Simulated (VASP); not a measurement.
# GaSb: band structure with PBE

GaSb:

```
Ga Sb
1.0
     0.00000    3.05740    3.05740
     3.05740    0.00000    3.05740
     3.05740    3.05740    0.00000
Ga Sb
1 1
Direct
  0.00000 0.00000 0.00000
  0.25000 0.25000 0.25000
```

| Quantity | Value |
| --- | --- |
| Program | VASP 6.6.1 |
| Task | band structure |
| Functional | PBE |
| Potentials or basis | VASP PAW PBE potentials, release 64 (Ga_d, Sb) |
| Cutoff | 520 eV |
| k mesh | 6 × 6 × 6 |
| Occupations | gaussian, width 0.03 eV |
| Spin | spin-orbit coupling, no magnetisation |
| Further INCAR settings | ALGO = Fast; EDIFF = 1e-07 |

```json
{
  "Pressure": "2.7 GPa",
  "Valence electrons inside the program's atomic spheres": "Ga 11.64; Sb 2.50"
}
```

Run time: 3.1 min on 1 thread of Intel(R) Xeon(R) 6975P-C (Granite Rapids), with other jobs on the host, peak memory 0.33 GiB.
